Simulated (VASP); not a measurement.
Input for VASP

### INCAR
```
# general
SYSTEM  = Ge
PREC    = Accurate
ENCUT   = 300
LREAL   = .False.   # projection in real space or not
LASPH   = .True.

# electronic loop
EDIFF   = 1E-6   # SCF stop (eV)
NELM    = 100   # most electronic steps
ALGO    = Normal
LMAXMIX = 4   # l cut-off of mixed one-centre charges

# smearing
ISMEAR  = -1   # Fermi-Dirac
SIGMA   = 0.1   # width (eV)

# functional
GGA     = PS

# ions
ISIF    = 2

# output
LWAVE   = .False.
LCHARG  = .False.
```

### KPOINTS
```
Automatic mesh
0
Gamma
5 5 3
0 0 0
```

**POSCAR**
```
Ge
12.9347840
  0.3028761825   0.0000000000   0.0000000000
 -0.1514380913   0.2622984659   0.0000000000
  0.0000000000   0.0000000000   0.5000000000
Ge
4
Cart
  0.1518374335   0.0848170942   0.0337730000
 -0.0012899497   0.1773866819   0.4703335000
 -0.0010785421   0.1743230358   0.2802020000
  0.1534076951   0.0880698575   0.2156915000
```

POTCAR, in this order: Ge_d (PBE.64 set). Program: vasp_std.

### Question
Translate this PBEsol calculation to Quantum ESPRESSO's pw.x.

### Answer
One equivalent input (not run):
```
&CONTROL
  calculation = 'scf'
  pseudo_dir = './pseudo'
  outdir = './out'
  tprnfor = .true.
  tstress = .true.
/
&SYSTEM
  ibrav = 0
  nat = 4
  ntyp = 1
  ecutwfc = 78
  occupations = 'smearing'
  smearing = 'fermi-dirac'
  degauss = 0.00735
  input_dft = 'pbesol'
/
&ELECTRONS
  conv_thr = 7.3e-08
  electron_maxstep = 100
/
ATOMIC_SPECIES
  Ge 72.630 Ge.upf
CELL_PARAMETERS angstrom
     3.9176380    0.0000000    0.0000000
    -1.9588190    3.3927740    0.0000000
     0.0000000    0.0000000    6.4673920
ATOMIC_POSITIONS crystal
  Ge   0.6629990  0.3233610  0.0675460
  Ge   0.3338800  0.6762780  0.9406670
  Ge   0.3287380  0.6645980  0.5604040
  Ge   0.6743840  0.3357620  0.4313830
K_POINTS automatic
  5 5 3 0 0 0
```
What does not carry over: the potentials are each code's own (VASP's PAW set, PseudoDojo norm-conserving files in pw.x), so ENCUT and ecutwfc are chosen apart and not converted; conv_thr bounds pw.x's estimated SCF error, while EDIFF bounds the energy change between steps.

The structure comes from a computed database's Ge entry; how it stands against other phases isn't given here. The cell was not relaxed at this level, atoms are displaced from their ideal sites, and its volume differs by -5.9 % from the start's. The k-mesh is coarse (spacing up to 0.37 per Å, 2π included), so the numbers may not be converged in it.
